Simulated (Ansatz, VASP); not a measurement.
This is a calculation of NiMoIrPdW for Ansatz 0.2.0. The cell comes from a database or a generator and needn't be the stable form of this composition.

Contents of input.yaml:

```yaml
crystal:
  lattice:
    - [4.11705, 0.0, 0.0]
    - [-2.05853, 3.56547, 0.0]
    - [0.0, 0.0, 5.4458]
  atoms:
    - { symbol: Ni, position: [0.0, 0.0, 0.95775], spin: 1.0 }
    - { symbol: Mo, position: [0.66667, 0.33333, 0.96161], spin: 1.0 }
    - { symbol: Pd, position: [0.66667, 0.33333, 0.46295] }
    - { symbol: Ir, position: [0.33333, 0.66667, 0.72572], spin: 0.6 }
    - { symbol: W, position: [0.33333, 0.66667, 0.23642] }
kpoints:
  mp_grid: { grid: [8, 8, 5] }
scf:
  occupations: { method: fermi_dirac, width: 0.05 }
hamiltonian:
  xc: pbe
  pseudopotentials: { kind: all_electron, lapw: { basis_error: 0.001 } }
magnetization:
  spin_polarized: true
output:
  forces: true
  stress: true
  eigenvalues: true
  populations: true
```

Potentials or basis: all-electron LAPW, scalar-relativistic.

The run is started by

```console
$ ansatz run input.yaml --threads 8 --pin off --max-ram 24576MiB --backend cpu --events-out ev --progress --plain --runs-dir out
```

Problem. What does the same run look like in VASP 6.6.1? Potentials or basis there: PBE PAW files Ir, Mo_sv, Ni, Pd, W_sv, 520 eV.

Solution. As run (cutoffs and basis follow the program's own potentials, and thresholds, step limits or extra output files can differ):

The input INCAR:

```
PREC = Accurate ; ENCUT = 520
EDIFF = 1E-7 ; ISMEAR = -1
SIGMA = 0.05 ; LREAL = False
LASPH = True ; NELM = 120
ALGO = Normal ; ISIF = 2
LWAVE = False ; LCHARG = False
ISPIN = 2 ; MAGMOM = 1 1 0 0.6 0
LORBIT = 11 ; LMAXMIX = 4
GGA = PE ; NBANDS = 40
KPAR = 4
```

Contents of KPOINTS:

```
regular mesh
0
Gamma
  8 8 5
```

File POSCAR:

```
NiMoIrPdW
1.0
    4.1170500000      0.0000000000      0.0000000000
   -2.0585300000      3.5654700000      0.0000000000
    0.0000000000      0.0000000000      5.4458000000
Ni Mo Pd Ir W
1 1 1 1 1
Direct
    0.0000000000      0.0000000000      0.9577500000
    0.6666700000      0.3333300000      0.9616100000
    0.6666700000      0.3333300000      0.4629500000
    0.3333300000      0.6666700000      0.7257200000
    0.3333300000      0.6666700000      0.2364200000
```

Potentials or basis: VASP PAW PBE potentials, release 64 (Ni, Mo_sv, Pd, Ir, W_sv).

The run is started by

```bash
$ cat potpaw_PBE.64/Ni/POTCAR potpaw_PBE.64/Mo_sv/POTCAR potpaw_PBE.64/Pd/POTCAR potpaw_PBE.64/Ir/POTCAR potpaw_PBE.64/W_sv/POTCAR > POTCAR
$ mpirun -np 4 vasp_std > vasp.out
```

Both were run:

|  | Ansatz | VASP |
| --- | --- | --- |
| Pressure | 0.0 GPa | 0.2 GPa |
| Net moment | 0.00 μB per cell | 0.00 μB per cell |

Where Ansatz's input types no cutoff or centring, it takes its own default and a Γ-centred mesh.

The magnetic state is the one that the start led to; the real crystal's order can differ.

Pressure is positive in compression.
